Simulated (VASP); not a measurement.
Here is the system:

```yaml
crystal:
  lattice:
    - [1.85887, -3.21966, 0.00000]
    - [1.85887, 3.21966, 0.00000]
    - [0.00000, 0.00000, 14.88639]
  atoms:
    - { symbol: Te, position: [0.33333, 0.66667, 0.87282] }
    - { symbol: Te, position: [0.66667, 0.33333, 0.37282] }
    - { symbol: Te, position: [0.66667, 0.33333, 0.12718] }
    - { symbol: Te, position: [0.33333, 0.66667, 0.62718] }
    - { symbol: Mo, position: [0.33333, 0.66667, 0.25000] }
    - { symbol: Mo, position: [0.66667, 0.33333, 0.75000] }
```

These are vdW-DF2, VASP's PBE PAW potentials (set 64) (plane waves; VASP) values and carry that method's errors. Numerical set-up: 520 eV cut-off, Gaussian smearing of 0.050 eV, potentials Te Mo_sv.

Unless said otherwise, spin-orbit coupling is left out, though it shifts the bands of the heavy elements here.

Q: Estimate the band gap (along the path) with the smallest direct gap where there is one.

A: 
```json
{
 "band gap (along the path)": "0.63 eV",
 "smallest direct gap (along the path)": "0.79 eV"
}
```

Total energies compare only between runs with the same potentials, cut-off and functional.

The compound is MoTe2 in the 2H layered structure. It was relaxed first, which changed the volume by +19 %.
